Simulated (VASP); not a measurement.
Input for VASP

### KPOINTS
```
Automatic mesh
0
Gamma
8 8 8
0 0 0
```

### INCAR
```
SYSTEM = MgSe
PREC = Accurate
ENCUT = 520
EDIFF = 1E-6
NELM = 100
ALGO = Normal
LREAL = .FALSE.
LASPH = .TRUE.
ISMEAR = 0
SIGMA = 0.05
LMAXMIX = 4
LWAVE = .FALSE.
LCHARG = .FALSE.
IBRION = 2
ISIF = 3
NSW = 60
EDIFFG = -0.01
```

File POSCAR:
```
MgSe
1
    0.0000000000     2.6918840216     2.6918840216
    2.6918840216     0.0000000000     2.6918840216
    2.6918840216     2.6918840216     0.0000000000
Mg Se
1 1
Direct
  0.0000000000   0.0000000000   0.0000000000
  0.5000000000   0.5000000000   0.5000000000
```

POTCAR, in this order: Mg Se (LDA.64 set). Program: vasp_std.

Problem. Translate this LDA calculation to Ansatz.

Solution. One equivalent input (not run):
Ansatz 0.2 input:
```yaml
crystal:
  lattice:
    - [0.0000000, 2.6918840, 2.6918840]
    - [2.6918840, 0.0000000, 2.6918840]
    - [2.6918840, 2.6918840, 0.0000000]
  atoms:
    - { symbol: Mg, position: [0.0000000, 0.0000000, 0.0000000] }
    - { symbol: Se, position: [0.5000000, 0.5000000, 0.5000000] }
kpoints:
  mp_grid: { grid: [8, 8, 8] }
hamiltonian:
  xc: lda
  pseudopotentials: { kind: paw }
scf:
  occupations: { method: gaussian, width: 0.05 }
  max_iter: 100
relax:
  max_steps: 60
  f_tol: 0.01
  cell: {}
output: { forces: true, stress: true, eigenvalues: true }
```
What does not carry over: each code has its own PAW files, so the cut-off isn't converted (ENCUT is set for VASP's; basis.ecutwfc is left out, and Ansatz then takes the one that its files recommend); Ansatz stops its SCF on the density residual and VASP on the energy change (EDIFF); Ansatz's lda is the Perdew-Wang form, while the LDA potentials of VASP carry Perdew-Zunger's.

The compound is MgSe in the rock salt structure. It was relaxed first. The start is the result of an earlier pass.
